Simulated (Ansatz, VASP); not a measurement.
# Cross-check of BAs between VASP and Ansatz, part 3 of 3

Aim: how closely do two programs agree when they are given the same cell, functional and k mesh? The cell is taken from a series of runs on this material, whose earlier steps may have relaxed, scaled, displaced or heated it; both programs get it as it stands.

VASP 6.6.1 and Ansatz 0.2.0.

So far: Ansatz: zone-centre phonons, LDA, pair 1; Differences; Ansatz: zone-centre phonons, LDA, pair 2; VASP: zone-centre phonons, LDA, pair 2; Comparison; Ansatz: zone-centre phonons, LDA, pair 3.

**9. VASP: zone-centre phonons, LDA, pair 3**

Level of this step: LDA; plane waves and PAW (B, As) (VASP).

The same cell, functional (in two slightly different forms) and mesh now go to VASP, with its own data sets.

INCAR

```
SYSTEM = BAs
PREC = Accurate
ENCUT = 500
EDIFF = 1E-08
NELM = 120
ISMEAR = 0
SIGMA = 0.01
LREAL = .FALSE.
ALGO = Normal
GGA = CA
NBANDS = 10
LORBIT = 11
LWAVE = .FALSE.
LCHARG = .FALSE.
ISIF = 2
IBRION = 8
LEPSILON = .TRUE.
LASPH = .TRUE.
GGA_COMPAT = .FALSE.
EFERMI = MIDGAP
KPAR = 2
```

POSCAR

```
BAs
1.0
    0.0000000000      2.3175351405      2.3175351405
    2.3175351405      0.0000000000      2.3175351405
    2.3175351405      2.3175351405      0.0000000000
B As
1 1
Direct
    0.0000000000      0.0000000000      0.0000000000
    0.7500000000      0.7500000000      0.7500000000
```

KPOINTS

```
Automatic mesh
0
Gamma
12 12 12
0 0 0
```

Potentials, in the order of the species: B and As (LDA family, release 64).

Run with:

```sh
$ mpirun -np 2 vasp_std
```

Numbers of over 12 decimals in the logs are rounded to 6 here.

The program printed:

```text
[... set-up lines as in an earlier step ...]
 entering main loop
       N       E                     dE             d eps       ncg     rms          rms(c)
DAV:   1     0.110656277589E+02    0.11066E+02   -0.38543E+03  1440   0.691E+02
DAV:   2    -0.131386464648E+02   -0.24204E+02   -0.22970E+02  1968   0.110E+02
DAV:   3    -0.137951631271E+02   -0.65652E+00   -0.65509E+00  1752   0.175E+01
DAV:   4    -0.137967451690E+02   -0.15820E-02   -0.15819E-02  1730   0.947E-01
[...]
DAV:  11    -0.128654735805E+02   -0.12885E-05   -0.17453E-06  1692   0.960E-03    0.149E-02
DAV:  12    -0.128654734113E+02    0.16924E-06   -0.70693E-07  1594   0.381E-03    0.313E-03
DAV:  13    -0.128654734150E+02   -0.37027E-08   -0.25334E-08  1664   0.118E-03
   1 F= -.12865473E+02 E0= -.12865473E+02  d E =0.000000E+00
 Linear response reoptimize wavefunctions to high precision
DAV:   1    -0.128654734149E+02    0.57923E-10   -0.58351E-09  1598   0.355E-04
DAV:   2    -0.128654734149E+02   -0.74465E-11   -0.11126E-10   898   0.900E-05
 Linear response G [H, r] |phi>, progress :
  Direction:   1
[...]
RMM:  10    -0.429042062671E-01    0.30008E-09   -0.87659E-08  9037   0.319E-05    0.578E-07
 first order change of Fermi-energy   0.24849E+01
 force on displaced ion       1 direction 1 : -19.572   0.000   0.000
 Born effective charge ion    1 direction 1 :  -0.765   0.000   0.000
 Linear response progress:
  Degree of freedom:   2/  2
       N       E                     dE             d eps       ncg     rms          rms(c)
RMM:   1    -0.398589085554E-01   -0.39859E-01    0.24236E-02 13347   0.114E+00
RMM:   2    -0.374152362172E-01    0.24437E-02   -0.15333E-03  8921   0.212E-01    0.101E-01
RMM:   3    -0.372744929491E-01    0.14074E-03   -0.13191E-04  9530   0.262E-02    0.590E-02
RMM:   4    -0.373411936441E-01   -0.66701E-04   -0.12826E-04  9379   0.298E-02    0.326E-03
[...]
RMM:   9    -0.373172662297E-01   -0.67220E-08   -0.12134E-07  9669   0.397E-05    0.395E-07
RMM:  10    -0.373172766856E-01   -0.10456E-07   -0.23320E-07  7576   0.363E-05    0.337E-07
RMM:  11    -0.373172617848E-01    0.14901E-07   -0.88061E-08  6362   0.364E-05    0.660E-08
 first order change of Fermi-energy  -0.24847E+01
 force on displaced ion       2 direction 1 : -19.565   0.000   0.000
 Born effective charge ion    2 direction 1 :   0.760   0.000   0.000
 Born effective charges drift removed
 Linear response finished
```

From OUTCAR (step 9):

```text
  Total        1.8091557      1.8091557      1.8091557      0.0000000     -0.0000000      0.0000000
  in kB      116.4333907    116.4333907    116.4333907      0.0000000     -0.0000000      0.0000000
  external PRESSURE =     116.4333907 kB  Pullay stress =       0.0000000 kB

 POSITION                                       TOTAL-FORCE (eV/Angst)
 -----------------------------------------------------------------------------------
      0.00000      0.00000      0.00000        -0.000000     -0.000000     -0.000000
      3.47630      3.47630      3.47630         0.000000      0.000000      0.000000
 -----------------------------------------------------------------------------------
    total drift:                               -0.000000     -0.000000     -0.000000

 MACROSCOPIC STATIC DIELECTRIC TENSOR (including local field effects in DFT)
 ------------------------------------------------------
           9.445255    -0.000000    -0.000000
          -0.000000     9.445255    -0.000000
           0.000000     0.000000     9.445255
 ------------------------------------------------------

 MACROSCOPIC STATIC DIELECTRIC TENSOR IONIC CONTRIBUTION
 ------------------------------------------------------
           0.214871    -0.000000     0.000000
          -0.000000     0.214871    -0.000000
           0.000000    -0.000000     0.214871
 ------------------------------------------------------

[... 1 part as in an earlier step ...]

[... 1 further part left out ...]
```

**10. Differences**

What differs besides the data sets and the points named for the pairs above, as far as they apply: the data sets hold 18 valence electrons in Ansatz (on its PAW soft_1 files) and 8 in VASP. Total energies have different zeros and are not compared.

The two programs side by side:

| quantity | Ansatz | VASP | difference |
| --- | --- | --- | --- |
| ε∞ xx | 9.46 | 9.45 | +0.13 % |
| ε∞ yy | 9.46 | 9.45 | +0.13 % |
| ε∞ zz | 9.46 | 9.45 | +0.13 % |
| Born charge of B1 (mean of the diagonal) (e) | -0.72 | -0.76 | +0.04 |
| Born charge of As2 (mean of the diagonal) (e) | 0.72 | 0.76 | -0.04 |
| optical mode 1 to 3 (cm⁻¹) | 745.0 | 750.5 | -0.74 % |

Modes are paired by rising frequency, not by their patterns, so a pair may set unlike modes beside each other; they are those without the splitting of longitudinal modes.

**11. Outcome**

```
r.m.s. difference of the optical zone-centre modes, each program's sorted by frequency (zone-centre phonons, LDA, pair 1) : 6.0 cm⁻¹
difference in optical mode 1 to 3 (zone-centre phonons, LDA, pair 1)                                                      : -0.8 %
r.m.s. difference of the optical zone-centre modes, each program's sorted by frequency (zone-centre phonons, LDA, pair 2) : 5.8 cm⁻¹
difference in optical mode 1 to 3 (zone-centre phonons, LDA, pair 2)                                                      : -0.8 %
r.m.s. difference of the optical zone-centre modes, each program's sorted by frequency (zone-centre phonons, LDA, pair 3) : 5.6 cm⁻¹
difference in optical mode 1 to 3 (zone-centre phonons, LDA, pair 3)                                                      : -0.7 %
```

**Reading.** The r.m.s. difference of the optical zone-centre modes, each program's sorted by frequency is 6.0 cm⁻¹ (zone-centre phonons, LDA, pair 1). The data sets hold unlike numbers of valence electrons (18 in Ansatz and 8 in VASP), so part of the differences comes from the potentials. Among the rows given in per cent, the largest difference of the zone-centre phonons, LDA, pair 1 pair is in optical mode 1 to 3, -0.8 %. Among the rows given in per cent, the largest difference of the zone-centre phonons, LDA, pair 2 pair is in optical mode 1 to 3, -0.8 %. Among the rows given in per cent, the largest difference of the zone-centre phonons, LDA, pair 3 pair is in optical mode 1 to 3, -0.7 %. How closely two codes agree says nothing of how well the functional describes the real material.

[Lines on the potential files, build, host, timing and source positions are cut from VASP's logs without a mark.]

[Logs are printed without paths, hosts, clocks, repeated set-up lines and the standing remarks that a program may print on its own settings, such as how far it seeks lower states.]

[Hosts, paths, dates, database ids (printed as entryN), source tags and the programs' standing remarks are cut or masked in the printed files.]
